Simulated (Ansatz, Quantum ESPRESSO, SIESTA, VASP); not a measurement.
**Fitting the PBE energy curve of GdO**

It takes space group F-43m (No. 216, cubic). The conventional cell has a = 5.400 Å, b = 5.400 Å, c = 5.400 Å, α = 90.00°, β = 90.00°, γ = 90.00°. Gd (site symmetry -43m) has 4 O at 2.34 Å as nearest neighbours. O (site symmetry -43m) is surrounded by 4 Gd at 2.34 Å.

The cell was scaled at fixed shape and fractions and run with SIESTA, files PseudoDojo sr-pbe-0.4-3plus, PseudoDojo sr-pbe-0.4.1-standard, DZP (energy shift 0.003 Ry; two zetas on semicore shells); PBE, k mesh 9 × 9 × 9 on the cell of 2 atoms, fermi-dirac occupations of 0.05 eV, collinear spin, ferromagnetic start, no spin-orbit coupling. Energies are those that the program minimises, any entropy of the smearing included. For a metal such a mesh isn't converged to the digits shown. The magnetic state is the one that the start led to, which needn't be the lowest.

```tsv
V (Å³/atom)	energy over the lowest row (meV/atom)
18.5020	12.23
18.8957	3.28
19.2893	0.00
19.6830	1.69
20.0767	8.08
20.4703	?
20.8640	32.20
```

Fit the third-order Birch-Murnaghan form, give V0, B0 and B′, and predict the energy left open.

With y = (V0/V)^(2/3), E = E0 + (9 V0 B0/16) [(y - 1)³ B′ + (y - 1)² (6 - 4y)]. Least squares through the rows shown give V0 = 19.3410 Å³/atom, E0 = -0.06 meV, B0 = 99.56 GPa (1 eV/Å³ = 160.218 GPa) and B′ = 4.70, with a largest miss of 0.07 meV, so B0 and B′ are loose. At V = 20.4703 the form with these constants gives 18.33 meV; the run gave 18.46 meV an atom. Other set-ups at this level, from all their volumes (Å³/atom, GPa): Ansatz, Ansatz PAW (earlier soft set): V0 19.546, B0 94.6; Ansatz, all-electron LAPW, scalar-relativistic: V0 19.551, B0 94.59; Quantum ESPRESSO, SSSP 1.3 efficiency PBE: V0 19.641, B0 95.79; VASP, PBE PAW files Gd, O, 520 eV: V0 19.598, B0 95.19.
